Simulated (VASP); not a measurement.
Given:

```xyz
8
Lattice="5.8652 0.0000 0.0000 0.0000 5.8652 0.0000 0.0000 0.0000 5.8652" Properties=species:S:1:pos:R:3 pbc="T T T"
Zn     0.0000     0.0000     5.8652
Zn     2.9326     2.9326     5.8652
Zn     2.9326     5.8652     2.9326
Se     1.5418     1.3908     1.3908
Se     4.3234     4.4744     1.3908
Se     4.3234     1.3908     4.4744
Se     1.5418     4.4744     4.4744
Hg     0.0000     2.9326     2.9326
```

These are HSE06 screened hybrid, VASP's PBE PAW potentials (set 64) (plane waves; VASP 6.6.1) values and carry that method's errors. Numerical set-up: 400 eV cut-off, 4×4×4 Γ-centred mesh, Gaussian smearing of 0.050 eV, potentials Zn Se Hg.

Q: Give the force on each atom (eV/Å).

A: 
```
atom      Fx      Fy      Fz
----  ------  ------  ------
Zn1    0.000   0.000   0.000
Zn2    0.000   0.000   0.000
Zn3    0.000   0.000   0.000
Se4   -0.057   0.057   0.057
Se5    0.057  -0.057   0.057
Se6    0.057   0.057  -0.057
Se7   -0.057  -0.057  -0.057
Hg8    0.000   0.000   0.000
```

Q: Give the stress tensor in GPa (positive for a compressed cell).

A: 
```
-1.56   0.00   0.00
 0.00  -1.56   0.00
 0.00   0.00  -1.56
```
The pressure is its mean diagonal, -1.56 GPa.

The structure was generated: HgZn3Se4 was put into an ordered model structure (P-43m), which need not be its known phase. It was relaxed first. The cell's shape comes from a PBE relaxation.
